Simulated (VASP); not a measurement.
Calculation: PBE GGA with D3 dispersion (zero damping), VASP's PBE PAW potentials (set 64) (plane waves; VASP).

VASP input:

### KPOINTS
```
Automatic mesh
0
gamma
8 8 8
0 0 0
```

### POSCAR
```
PbS
1.0
  0.0000000000   3.0132639857   3.0132639857
  3.0132639857   0.0000000000   3.0132639857
  3.0132639857   3.0132639857   0.0000000000
Pb S
1 1
Cartesian
  0.0000000000   0.0000000000   0.0000000000
  3.0132639857   3.0132639857   3.0132639857
```

### INCAR
```
! general
SYSTEM   =  PbS
PREC     =  Accurate
ENCUT    =  520
LREAL    =  .False.
LASPH    =  .True.

! electronic loop
EDIFF    =  1E-7
NELM     =  100
ALGO     =  Normal
LMAXMIX  =  4

! smearing
ISMEAR   =  0
SIGMA    =  0.05

! functional
GGA      =  PE
IVDW     =  11

! ions
ISIF     =  2

! output
LWAVE    =  .False.
LCHARG   =  .False.
```

POTCAR, in this order: Pb_d S (PBE.64 set). Program: vasp_std.

Unless said otherwise, spin-orbit coupling is left out, though it shifts the bands of the heavy elements here.

Problem. Estimate the energy per atom (σ→0), dispersion energy, pressure, band gap (on the k-mesh).

Solution. 
```
Item                               Value
------------------------  --------------
energy per atom (σ→0)     -4.584 eV/atom
dispersion energy              -0.399 eV
band gap (on the k-mesh)         0.53 eV
pressure                       -1.43 GPa
```

### OSZICAR
```
...
DAV:   7    -0.876561801258E+01   -0.20005E-02   -0.15292E-01   876   0.221E+00    0.180E+00
DAV:   8    -0.876949775010E+01   -0.38797E-02   -0.17577E-02   878   0.166E+00    0.331E-01
DAV:   9    -0.876896886090E+01    0.52889E-03   -0.36598E-03  1274   0.592E-01    0.101E-01
DAV:  10    -0.876920403393E+01   -0.23517E-03   -0.40387E-04   836   0.132E-01    0.640E-02
DAV:  11    -0.876920881231E+01   -0.47784E-05   -0.64067E-05  1016   0.987E-02    0.128E-02
DAV:  12    -0.876921003126E+01   -0.12189E-05   -0.40777E-06   998   0.211E-02    0.344E-03
DAV:  13    -0.876921005732E+01   -0.26058E-07   -0.19400E-07   760   0.555E-03
   1 F= -.91679818E+01 E0= -.91679818E+01  d E =-.892801E-12
```

The compound is PbS in the rock salt structure. This cell is one point of a volume scan, at 1.03 of the reference volume.
